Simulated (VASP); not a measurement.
Level of theory: PBE GGA, VASP's PBE PAW potentials (set 64) (plane waves; VASP 6.6.1).

Input for VASP

### POSCAR
```
LiH
1
    0.0000000000     2.0400000000     2.0400000000
    2.0400000000     0.0000000000     2.0400000000
    2.0400000000     2.0400000000     0.0000000000
Li H
1 1
Direct
  0.0000000000   0.0000000000   0.0000000000
  0.5000000000   0.5000000000   0.5000000000
```

File KPOINTS:
```
Automatic mesh
0
Gamma
10 10 10
0 0 0
```

INCAR:
```
SYSTEM = LiH
PREC = Accurate
ENCUT = 530
EDIFF = 1E-6
NELM = 100
ALGO = Normal
LREAL = .FALSE.
LASPH = .TRUE.
ISMEAR = 0
SIGMA = 0.05
GGA = PE
LWAVE = .FALSE.
LCHARG = .FALSE.
IBRION = 2
ISIF = 3
NSW = 60
EDIFFG = -0.01
```

POTCAR, in this order: Li_sv H (PBE.64 set). Program: vasp_std.

Output of the run:

### OSZICAR
```
       N       E                     dE             d eps       ncg     rms          rms(c)
DAV:   1    -0.110101030237E+01   -0.11010E+01   -0.14972E+03   576   0.614E+02
DAV:   2    -0.623089018211E+01   -0.51299E+01   -0.51299E+01   774   0.706E+01
DAV:   3    -0.635966213008E+01   -0.12877E+00   -0.12877E+00   684   0.961E+00
DAV:   4    -0.636179994383E+01   -0.21378E-02   -0.21378E-02   768   0.112E+00
DAV:   5    -0.636181730833E+01   -0.17364E-04   -0.17365E-04   654   0.669E-02    0.285E+00
DAV:   6    -0.617955898600E+01    0.18226E+00   -0.15990E-01   666   0.179E+00    0.142E+00
DAV:   7    -0.611993960449E+01    0.59619E-01   -0.20728E-01   726   0.227E+00    0.223E-01
DAV:   8    -0.612190497351E+01   -0.19654E-02   -0.54069E-03   660   0.639E-01    0.441E-02
DAV:   9    -0.612185205010E+01    0.52923E-04   -0.23212E-04   810   0.895E-02    0.954E-03
DAV:  10    -0.612184839980E+01    0.36503E-05   -0.63272E-06   642   0.235E-02    0.296E-03
DAV:  11    -0.612184762838E+01    0.77143E-06   -0.46456E-07   390   0.522E-03
   1 F= -.61218476E+01 E0= -.61218476E+01  d E =-.612185E+01
       N       E                     dE             d eps       ncg     rms          rms(c)
DAV:   1    -0.612522792667E+01   -0.33795E-02   -0.19509E-02   750   0.135E+00    0.281E-01
DAV:   2    -0.612490383536E+01    0.32409E-03   -0.11161E-03   690   0.311E-01    0.173E-01
DAV:   3    -0.612462711220E+01    0.27672E-03   -0.43050E-04  1038   0.135E-01    0.223E-02
DAV:   4    -0.612462329271E+01    0.38195E-05   -0.94108E-06   690   0.331E-02    0.695E-03
DAV:   5    -0.612463052766E+01   -0.72349E-05   -0.39177E-06   738   0.160E-02    0.122E-03
DAV:   6    -0.612463075071E+01   -0.22305E-06   -0.23105E-07   294   0.534E-03
   2 F= -.61246308E+01 E0= -.61246308E+01  d E =-.278312E-02
       N       E                     dE             d eps       ncg     rms          rms(c)
DAV:   1    -0.613321340546E+01   -0.85829E-02   -0.17788E-01   708   0.423E+00    0.840E-01
DAV:   2    -0.613025556729E+01    0.29578E-02   -0.11918E-02   642   0.103E+00    0.523E-01
DAV:   3    -0.612810320268E+01    0.21524E-02   -0.40168E-03  1038   0.419E-01    0.781E-02
DAV:   4    -0.612806195331E+01    0.41249E-04   -0.83362E-05   762   0.109E-01    0.242E-02
DAV:   5    -0.612807976786E+01   -0.17815E-04   -0.37640E-05   912   0.489E-02    0.229E-03
DAV:   6    -0.612808225326E+01   -0.24854E-05   -0.87077E-07   372   0.115E-02    0.819E-04
DAV:   7    -0.612808242177E+01   -0.16851E-06   -0.65296E-08   288   0.278E-03
   3 F= -.61280824E+01 E0= -.61280824E+01  d E =-.623479E-02
```

### OUTCAR
```
------------------------ aborting loop because EDIFF is reached ----------------------------------------
  FORCE on cell =-STRESS in cart. coord.  units (eV):
  Direction    XX          YY          ZZ          XY          YZ          ZX
  --------------------------------------------------------------------------------------
  Total        0.0056140      0.0056140      0.0056140      0.0000000      0.0000000      0.0000000
  in kB        0.5628522      0.5628522      0.5628522      0.0000000      0.0000000      0.0000000
  external PRESSURE =       0.5628522 kB  Pullay stress =       0.0000000 kB
  volume of cell :       15.98
      direct lattice vectors                 reciprocal lattice vectors
    -0.000000000  1.999184740  1.999184740    -0.250101949  0.250101949  0.250101949
     1.999184740 -0.000000000  1.999184740     0.250101949 -0.250101949  0.250101949
     1.999184740  1.999184740 -0.000000000     0.250101949  0.250101949 -0.250101949
  FREE ENERGIE OF THE ION-ELECTRON SYSTEM (eV)
  ---------------------------------------------------
  free  energy   TOTEN  =        -6.1280824218 eV

  energy  without entropy=       -6.1280824218  energy(sigma->0) =       -6.12808242

 reached required accuracy - stopping structural energy minimisation
```
(Selected blocks of OUTCAR.)

### CONTCAR
```
LiH
   1.00000000000000
    -0.0000000000000000    1.9991847397889073    1.9991847397889073
     1.9991847397889073   -0.0000000000000000    1.9991847397889073
     1.9991847397889073    1.9991847397889073   -0.0000000000000000
  Li              H
     1     1
Direct
     0.0000000000000000    0.0000000000000000    0.0000000000000000
     0.5000000000000000    0.5000000000000000    0.5000000000000000
```

Energy and stress use the plane-wave basis of the starting cell.

The compound is LiH in the rock salt structure. This run relaxes it. Symmetry was kept, so distortions that lower it aren't found.
